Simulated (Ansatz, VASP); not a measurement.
## Cross-check of TiB2 between VASP and Ansatz

Aim: how closely do two programs agree when they are given the same cell, functional and k mesh? The cell is taken from a series of runs on this material, whose earlier steps may have relaxed, scaled, displaced or heated it; both programs get it as it stands.

Method: plane waves, with VASP 6.6.1 beside it; zone-centre phonons at PBEsol, in Ansatz 0.2.0.

### 1. The starting structure

Symmetry: P6/mmm, No. 191, hexagonal system. The conventional cell has a = 3.002 Å, b = 3.002 Å, c = 3.311 Å, α = 90.00°, β = 90.00°, γ = 120.00°. B has 3 B at 1.73 Å and 6 Ti at 2.40 Å nearest. Ti has 12 B at 2.40 Å nearest. Farther neighbours are not listed.

As a file:

```cif
data_structure
_symmetry_space_group_name_H-M 'P6/mmm'
_symmetry_Int_Tables_number 191
_cell_length_a 3.0015
_cell_length_b 3.0015
_cell_length_c 3.3115
_cell_angle_alpha 90.000
_cell_angle_beta 90.000
_cell_angle_gamma 120.000
_cell_volume 25.84
loop_
_atom_site_label
_atom_site_type_symbol
_atom_site_symmetry_multiplicity
_atom_site_Wyckoff_symbol
_atom_site_fract_x
_atom_site_fract_y
_atom_site_fract_z
_atom_site_occupancy
B1 B 2 d 0.33333 0.66667 0.50000 1
Ti1 Ti 1 a 0.00000 0.00000 0.00000 1
```

### 2. Ansatz: zone-centre phonons, PBEsol

Ansatz runs on its PAW soft_1 files.

Second derivatives magnify differences that forces hide, and they need a tight electronic threshold.

File input.yaml:

```yaml
crystal:
  lattice:
    - [3.0015343954, 0.0, 0.0]
    - [-1.5007671977, 2.5994050368, 0.0]
    - [0.0, 0.0, 3.3114714465]
  atoms:
    - { symbol: B, position: [0.3333333335, 0.6666666665, 0.5] }
    - { symbol: B, position: [0.6666666665, 0.3333333335, 0.5] }
    - { symbol: Ti, position: [0.0, 0.0, 0.0] }
kpoints:
  mp_grid: { grid: [15, 15, 16] }
hamiltonian:
  xc: pbesol
  pseudopotentials: { kind: paw, azcp: { folder: soft_1 }, xc_functional: pbe }
scf:
  occupations: { method: methfessel_paxton, width: 0.2 }
output:
  eigenvalues: true
phonons:
  method: dfpt
```

Launch:

```sh
$ ansatz run input.yaml --threads 4 --pin off --max-ram 10240MiB --backend cpu --events-out ev --progress --plain --runs-dir out
```

Numbers of over 12 decimals in the logs are rounded to 6 here.

What it wrote:

```text
zone centre: on kpoints.mp_grid the ground state, and the responses unless they are solved on pairs of k-points, stand on 576 of the mesh's 3600 k-points, reduced under 4 symmetry operations, with k and −k counted as one. Each operation leaves every solved displacement unchanged or reverses it
Engine: ansatz 0.2.0, x86_64-unknown-linux-gnu
Pseudopotentials: kind: paw
Pseudopotential: B, paw, valence charge 3, recommended cutoff 420 eV (normal), soft_1/B.paw.azcp
Pseudopotential: Ti, paw, valence charge 12, recommended cutoff 420 eV (normal), soft_1/Ti.paw.azcp
Functional definition: PBEsol
  exchange = pbesol_x
  correlation = pbesol_c
Crystal: 3 atoms, lattice volume = 25.837 Å³
Basis set: ecut = 420 eV, 515 PW (Γ), exchange–correlation on 48×48×48 points (8 copies of the dense FFT grid, shifted against one another)
Bands: 13, of which v1, the nominal top of the filled ones, is band 9 counted from 1 (8 counted from 0)
Symmetry: 24 space group operations
k-points: 576 of 3600 (irreducible under 4 space group operations, time reversal used)
Non-local potential: B, projectors of the file, l = 0: 2, l = 1: 2, l = 2: 1
Non-local potential: Ti, projectors of the file, l = 0: 3, l = 1: 2, l = 2: 3, l = 3: 1
PAW form: soft (Blöchl's): semilocal exchange-correlation on the pseudo side does not see the compensation charge
PAW frozen core: B, regenerated for the run's functional, and the local potential with it (the file was generated under x = pbe(κ = 0.804, μ = 0.219515), c = pbe(β = 0.066725))
PAW frozen core: Ti, regenerated for the run's functional, and the local potential with it (the file was generated under x = pbe(κ = 0.804, μ = 0.219515), c = pbe(β = 0.066725))
PAW one-centre angular grid: B, 110 points (default); XC on 64 Gauss nodes
PAW one-centre angular grid: Ti, 590 points (default); XC on 64 Gauss nodes
Initial density: superposition of atomic densities (chi_scale 0.1, normalization cell, long waves kept (reshape's long-wave potential 0.00 eV rms))
Initial wavefunctions: pseudopotential atomic-orbital guess
Functional: x = pbesol(κ = 0.804, μ = 0.123457), c = pbesol(β = 0.046)
SCF iter   1: F=—  HF=-2783.801256 eV  |F-HF|=—  |Δ(HF+E_count)|=         —  Δρ=1.09e-1  dr2=4.91e0  ethr=3.10e-3  ⟨swp⟩=4.3  Hψ=35529  notcnv=0
preconditioner: auto → none  [metal: Δε(μ)=0.056 eV  Ē_g=9.392 eV  σ=0.200 eV  W_gap=0.23  n_scr=8 (ndim 8)  ℏωp=23.1 eV  f_vac=0.000  D(μ)=0.39/eV (n_scr^D=0)  sad-step TF]
SCF iter   2: F=—  HF=-2783.158908 eV  |F-HF|=—  |Δ(HF+E_count)|=   6.42e-1  S|Δr|=    0.00e0  Δρ=7.28e-2  dr2=2.38e0  ethr=3.10e-3  ⟨swp⟩=5.0  Hψ=59805  notcnv=0
automatic band count: the SCF goes on with 17 bands, as 13 were too few: they end inside the smearing window of the response
SCF iter   3: F=—  HF=-2782.576922 eV  |F-HF|=—  |Δ(HF+E_count)|=   5.82e-1  S|Δr|=    0.00e0  Δρ=7.54e-3  dr2=1.63e-2  ethr=3.10e-3  ⟨swp⟩=2.3  Hψ=18350  notcnv=0  defer=1397
SCF iter   4: F=—  HF=-2782.576542 eV  |F-HF|=—  |Δ(HF+E_count)|=   3.79e-4  S|Δr|=    0.00e0  Δρ=1.11e-3  dr2=4.67e-4  ethr=9.08e-5  ⟨swp⟩=1.5  Hψ=14090  notcnv=0  defer=1322
SCF iter   5: F=—  HF=-2782.576518 eV  |F-HF|=—  |Δ(HF+E_count)|=   2.38e-5  S|Δr|=    0.00e0  Δρ=3.20e-4  dr2=4.50e-5  ethr=2.60e-6  ⟨swp⟩=2.4  Hψ=11061  notcnv=0  defer=1322
SCF iter   6: F=—  HF=-2782.576511 eV  |F-HF|=—  |Δ(HF+E_count)|=   7.53e-6  S|Δr|=    0.00e0  Δρ=5.10e-5  dr2=7.07e-7  ethr=2.50e-7  ⟨swp⟩=2.2  Hψ=10558  notcnv=0  defer=1322
SCF iter   7: F=—  HF=-2782.576510 eV  |F-HF|=—  |Δ(HF+E_count)|=   1.19e-6  S|Δr|=    0.00e0  Δρ=6.66e-6  dr2=1.33e-8  ethr=3.93e-9  ⟨swp⟩=2.6  Hψ=13481  notcnv=0  defer=1322
SCF iter   8: F=—  HF=-2782.576510 eV  |F-HF|=—  |Δ(HF+E_count)|=   3.95e-9  S|Δr|=    0.00e0  Δρ=1.63e-6  dr2=9.69e-10  ethr=7.41e-11  ⟨swp⟩=2.6  Hψ=12848  notcnv=0  defer=1322
SCF iter   9: F=—  HF=-2782.576510 eV  |F-HF|=—  |Δ(HF+E_count)|=  2.25e-10  S|Δr|=    0.00e0  Δρ=2.98e-7  dr2=3.27e-11  ethr=5.39e-12  ⟨swp⟩=1.8  Hψ=9986  notcnv=0  defer=1322
SCF iter  10: F=-2782.576510 eV  HF=-2782.576510 eV  |F-HF|=0.00e0  |Δ(HF+E_count)|=  5.91e-12  S|Δr|=    0.00e0  Δρ=6.76e-9  dr2=7.06e-15  ethr=1.00e-12  ⟨swp⟩=9.4  Hψ=41513  notcnv=0
SCF 1 converged in 10 iterations: F = -2782.576510 eV  dr2 = 7.06e-15
  greatest PAW one-centre occupation: 0.998 electrons in one spin orbital (limit 2), on the Ti atom at site 2 (counted from 0), in its partial waves of l = 0
DFPT response loops at Γ: preconditioner auto → Kerker (q_TF=auto, 2.569 Å⁻¹) (partly filled bands, converged f_vac=0.000); β = 1.00, the filter's whole step (`scf.mixing.beta` (0.50) is not read by the response loops under this deck's `scf.mixing.preconditioner`; to damp them name `kerker` or `kerker_dos`, under which they read `scf.mixing.beta`, and type it under 1.00, their step now; both keys bind the ground state too); Broyden in place of MSR1
SCF converged after 10 iterations
Stability not checked: this state was not tested for a lower state beside it, because cold or Methfessel-Paxton smearing, or corrected tetrahedra, fill the levels in a way that the test cannot read (fill_not_monotonic; see scf.lower_state_search)
Free energy (F): -2782.576510 eV
Harris-Foulkes:  -2782.576510 eV  (|F-HF|=0.00e0)
Internal energy: -2782.576706 eV  (E = F + TS)
E sigma→0 (E₀):  -2782.576559 eV
Entropy (-TS):   0.000197 eV (0.066 meV/atom)
Fermi energy:    14.927302 eV
--- Per-component energies (eV) ---
  E_band       = -97.530181
  E_kinetic    = 382.856338
  E_local      = -845.525209  (includes V_loc(G=0)·N_el)
  E_nonlocal   = 76.993098
  E_hartree    = 345.833262
  E_xc         = -183.215356
  E_vxc        = -225.650994  (∫ρ·V_xc dr)
  E_paw        = -1166.946561  (= ΣΔE_a)
  E_vpaw       = -177.869862  (= ΣTr[D̂ρ^β])
  E_aug_tail   = -0.000074  (compensation charges beyond the density's cutoff)
  E_ewald      = -1392.741011
  E_core_change = 0.168806  (= ΣΔE_core)
  E_smearing   = 0.000197  (= −TS)
  E_closure    = -0.000000  (closes the sum)
  Σ components = -2782.576510   (vs F -2782.576510, Δ=0.00e0)
--- Band table (eV; the first three rows and the last of 576) ---
  k-point 0: bands = [... 5 lower, 12.1982, 12.5318, 12.5318, 12.6533, 16.7544, 16.7544, 18.3301, 18.3301, ... 4 higher]
  k-point 1: bands = [... 5 lower, 11.6132, 12.5706, 12.5706, 13.1879, 16.6400, 16.6400, 18.2464, 18.2464, ... 4 higher]
  k-point 2: bands = [... 5 lower, 10.8189, 12.6862, 12.6862, 13.8396, 16.3530, 16.3530, 18.0052, 18.0052, ... 4 higher]
  k-point 575: bands = [... 5 lower, 8.2050, 9.7991, 10.5512, 12.3616, 16.9902, 17.8486, 18.4682, 19.1509, ... 4 higher]
--- Phonons (Γ-DFPT): 4 representative perturbations + reference, on 576 of 3600 k-points (Σ response iterations 12) ---
  k mesh reduced under 4 symmetry operations, with k and −k counted as one. Each operation leaves every solved displacement unchanged or reverses it
  ASR residual: 5.506e-6 → 0.000e0 eV/Å²; symmetrization residual: 9.497e-7 eV/Å²
  ASR residual per site (eV/Å²): 1.79e-6 1.79e-6 5.51e-6
  Γ frequencies (cm⁻¹): 0.00 0.00 0.00 478.96 494.88 494.88 540.78 922.95 922.95
  non-analytic LO–TO correction: not included (Born effective charges unavailable; polar crystals: no LO–TO splitting at Γ)
```

In the SCF lines HF is the Harris–Foulkes energy and dr2 the Hartree energy of the density residual, in eV; the loop may stop once dr2 is under the threshold and the program's other checks hold. Hψ counts applications of the Hamiltonian.

[end of part 1 of 2]

[Lines on the potential files, build, host, timing and source positions are cut from VASP's logs without a mark.]

[Logs are printed without paths, hosts, clocks, repeated set-up lines and the standing remarks that a program may print on its own settings, such as how far it seeks lower states.]

[Hosts, paths, dates, database ids (printed as entryN), source tags and the programs' standing remarks are cut or masked in the printed files.]
